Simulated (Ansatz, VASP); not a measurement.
# Cross-check of Zr16N16F3 (F on ZrN(001)) between VASP and Ansatz, part 2 of 2

One calculation is typed for both programs; each brings its own data sets and cutoff. How far apart do they land?

VASP 6.6.1 and Ansatz 0.2.0.

So far: Set-up; Ansatz: single point, PBEsol.

## (3) VASP: single point, PBEsol

Level of this step: PBEsol; plane waves and PAW (Zr_sv, N, F) (VASP).

The same cell, functional, mesh and smearing now go to VASP, with its own data sets and cutoff.

Lines of VASP's logs that name or quote its potential files are left out, and so is its time.

INCAR

```
SYSTEM = Zr16N16F3
PREC = Normal
ENCUT = 400
EDIFF = 1E-06
NELM = 120
ISMEAR = 1
SIGMA = 0.1
LREAL = Auto
ALGO = Fast
GGA = PS
NBANDS = 176
LASPH = .TRUE.
LORBIT = 11
LWAVE = .FALSE.
LCHARG = .FALSE.
KPAR = 4
NCORE = 2
IDIPOL = 3
LDIPOL = .TRUE.
DIPOL = 0.5 0.5 0.482
LVHAR = .TRUE.
LVACPOTAV = .TRUE.
NEDOS = 1500
```

POSCAR

```
Zr16N16F3
1.0
    6.4488138440      0.0000000000      0.0000000000
    0.0000000000      6.4488138440      0.0000000000
    0.0000000000      0.0000000000     24.6900000000
Zr N F
16 16 3
Selective dynamics
Direct
    0.0000000000      0.0000000000      0.3240178210  F F F
    0.0000000000      0.5000000000      0.3240178210  F F F
    0.5000000000      0.0000000000      0.3240178210  F F F
    0.5000000000      0.5000000000      0.3240178210  F F F
    0.2500000000      0.2500000000      0.4163629000  F F F
    0.2500000000      0.7500000000      0.4163629000  F F F
    0.7500000000      0.2500000000      0.4163629000  F F F
    0.7500000000      0.7500000000      0.4163629000  F F F
    0.0037232615      0.9962767385      0.5075263411  T T T
    0.0037232615      0.5037232615      0.5075263411  T T T
    0.4962767385      0.9962767385      0.5075263411  T T T
    0.4962767385      0.5037232615      0.5075263411  T T T
    0.2500000000      0.2500000000      0.6083488154  T T T
    0.2500000000      0.7500000000      0.6086771908  T T T
    0.7500000000      0.2500000000      0.5972081536  T T T
    0.7500000000      0.7500000000      0.6083488154  T T T
    0.2500000000      0.2500000000      0.3240178210  F F F
    0.2500000000      0.7500000000      0.3240178210  F F F
    0.7500000000      0.2500000000      0.3240178210  F F F
    0.7500000000      0.7500000000      0.3240178210  F F F
    0.0000000000      0.0000000000      0.4163629000  F F F
    0.0000000000      0.5000000000      0.4163629000  F F F
    0.5000000000      0.0000000000      0.4163629000  F F F
    0.5000000000      0.5000000000      0.4163629000  F F F
    0.2500000000      0.2500000000      0.5110621025  T T T
    0.2500000000      0.7500000000      0.5113157757  T T T
    0.7500000000      0.2500000000      0.5122166713  T T T
    0.7500000000      0.7500000000      0.5110621025  T T T
    0.9979888553      0.0020111447      0.5977283068  T T T
    0.9979888553      0.4979888553      0.5977283068  T T T
    0.5020111447      0.0020111447      0.5977283068  T T T
    0.5020111447      0.4979888553      0.5977283068  T T T
    0.2500000000      0.2500000000      0.6853788537  T T T
    0.2500000000      0.7500000000      0.6853727443  T T T
    0.7500000000      0.7500000000      0.6853788537  T T T
```

KPOINTS

```
Automatic mesh
0
Gamma
4 4 1
0 0 0
```

PAW data sets: Zr_sv, N and F (PBE family, release 64).

Started as:

```console
$ mpirun -np 8 vasp_std
```

Numbers of over 12 decimals in the logs are rounded to 6 here.

The log of the run:

```text
[banner, memory and clock lines left out]
running    8 mpi-ranks, on    1 nodes
[...]
|                                                                             |
|               ----> ADVICE to this user running VASP <----                  |
|                                                                             |
|     You enforced a specific xc type in the INCAR file but a different       |
|     [... a line on the potential file left out ...]
|     I HOPE YOU KNOW WHAT YOU ARE DOING!                                     |
|                                                                             |

 LDA part: xc-table for (Slater+PW92), standard interpolation
 POSCAR, INCAR and KPOINTS ok, starting setup
[...]
entering main loop
       N       E                     dE             d eps       ncg     rms          rms(c)
DAV:   1     0.284557315471E+04    0.28456E+04   -0.13669E+05  2472   0.126E+03
DAV:   2    -0.791978761495E+02   -0.29248E+04   -0.28428E+04  2560   0.415E+02
[...]
num prob  num prob  num prob WARNING in EDDRMM: call to ZHEGV failed, returncode =   8  4     70
WARNING in EDDRMM: call to ZHEGV failed, returncode =   8  4     82
 num prob RMM:  35    -0.354857139696E+03   -0.81840E-06   -0.92578E-06  2053   0.398E-03
|                                                                             |
|           W    W    AA    RRRRR   N    N  II  N    N   GGGG   !!!           |
|           W    W   A  A   R    R  NN   N  II  NN   N  G    G  !!!           |
|           W    W  A    A  R    R  N N  N  II  N N  N  G       !!!           |
|           W WW W  AAAAAA  RRRRR   N  N N  II  N  N N  G  GGG   !            |
|           WW  WW  A    A  R   R   N   NN  II  N   NN  G    G                |
|           W    W  A    A  R    R  N    N  II  N    N   GGGG   !!!           |
|                                                                             |
|     Did not find any points to average over, which means that no vacuum     |
|     field-free region was found. Please increase the size of  your cell     |
|     in the dimension of the dipole correction to obtain accurate            |
|     workfunction values.                                                    |
|                                                                             |

   1 F= -.35485714E+03 E0= -.35485128E+03  d E =-.175815E-01
```

From OUTCAR (step 3):

```text
  Total      -33.7725635    -33.7725635    -20.3420545      0.0000000      0.0000000      0.0000000
  in kB      -52.6979642    -52.6979642    -31.7412938      0.0000000      0.0000000      0.0000000
  external PRESSURE =     -45.7124074 kB  Pullay stress =       0.0000000 kB

 POSITION                                       TOTAL-FORCE (eV/Angst)
 -----------------------------------------------------------------------------------
      0.00000      0.00000      8.00000         0.083138     -0.083138      1.989392
      0.00000      3.22441      8.00000         0.083138      0.083138      1.989392
      3.22441      0.00000      8.00000        -0.083138     -0.083138      1.989392
      3.22441      3.22441      8.00000        -0.083138      0.083138      1.989392
      1.61220      1.61220     10.28000        -0.000000      0.000000     -0.099118
      1.61220      4.83661     10.28000        -0.000000      0.000000      0.014468
      4.83661      1.61220     10.28000        -0.000000      0.000000      0.464742
      4.83661      4.83661     10.28000        -0.000000      0.000000     -0.099118
      0.02401      6.42480     12.53083         0.000506     -0.000506     -0.002546
      0.02401      3.24842     12.53083         0.000506      0.000506     -0.002546
      3.20040      6.42480     12.53083        -0.000506     -0.000506     -0.002546
      3.20040      3.24842     12.53083        -0.000506      0.000506     -0.002546
      1.61220      1.61220     15.02013        -0.000000      0.000000      0.001302
      1.61220      4.83661     15.02824        -0.000000     -0.000000      0.008907
[...]
-----------------------------------------------------------------------------------
    total drift:                                0.000000     -0.000000      0.053719

  FREE ENERGIE OF THE ION-ELECTRON SYSTEM (eV)
  ---------------------------------------------------
  free  energy   TOTEN  =      -354.8571396955 eV

  energy  without entropy=     -354.8395582117  energy(sigma->0) =     -354.85127920

[... 3 further parts left out ...]
[key lines of the parts left out:]
E-fermi :   1.9207
```

## (4) Side by side

Known differences besides the potentials themselves: the cutoff is 420 eV in Ansatz and 400 eV in VASP (PREC = Normal, projectors in real space); Ansatz makes its cores anew for this functional, VASP keeps those of its PBE data sets. Total energies have different zeros and are not compared.

Compared:

```
                                   quantity  Ansatz  VASP  difference
 work function, lower of the two faces (eV)    2.52  2.50       +0.02
work function, higher of the two faces (eV)    6.24  6.29       -0.05
```

Forces on 10 of the 35 atoms, those with the largest forces and the largest differences (eV/Å; atoms numbered as in POSCAR):

```
atom         Ansatz x, y, z           VASP x, y, z
 Zr1   0.083, -0.083, 2.016   0.083, -0.083, 1.989
 Zr2    0.083, 0.083, 2.016    0.083, 0.083, 1.989
 Zr3  -0.083, -0.083, 2.016  -0.083, -0.083, 1.989
 Zr4   -0.083, 0.083, 2.016   -0.083, 0.083, 1.989
 N17   0.000, 0.000, -1.074   0.000, 0.000, -1.104
 N20   0.000, 0.000, -1.074   0.000, 0.000, -1.104
 N24  0.053, -0.053, -1.070  0.053, -0.053, -1.071
 F33   0.000, 0.000, -0.160    0.000, 0.000, 0.006
 F34   0.000, 0.000, -0.183   0.000, 0.000, -0.004
 F35   0.000, 0.000, -0.160    0.000, 0.000, 0.006
```

The forces differ by 38 meV/Å r.m.s., which is 7.8 % of the r.m.s. force of 0.49 eV/Å (both taken over all components, held atoms included). VASP's log warns that it found no field-free region in the vacuum, so its work functions are uncertain.

## (5) What the set-up changes

Further runs change the set-up of one program: Ansatz's method, potentials or start, or VASP's data sets, cutoff or form of LDA. The table gives Ansatz less VASP for each quantity, since a change that brings one quantity closer may part another.

```
                 run  r.m.s. force difference (meV/Å)  work function, lower of the two faces (eV)  work function, higher of the two faces (eV)
            as above                               38                                       0.022                                       -0.051
cores kept as stored                               37                                       0.021                                       -0.052
```

## (6) Outcome

| Quantity | Value |
| --- | --- |
| r.m.s. force difference (single point, PBEsol) | 7.8 % of the r.m.s. force |

In words: The r.m.s. force difference is 7.8 % of the r.m.s. force (single point, PBEsol), beyond the 3 % picked in this series as the mark of a large difference. For single point, PBEsol, no further run moves any of the tabulated differences by more than a quarter of its size. 2 further runs of this series are not shown here. How closely two codes agree says nothing of how well the functional describes the real material.

[Lines on the potential files, build, host, timing and source positions are cut from VASP's logs without a mark.]

[Logs are printed without paths, hosts, clocks, repeated set-up lines and the standing remarks that a program may print on its own settings, such as how far it seeks lower states.]

[Hosts, paths, dates, database ids (printed as entryN), source tags and the programs' standing remarks are cut or masked in the printed files.]
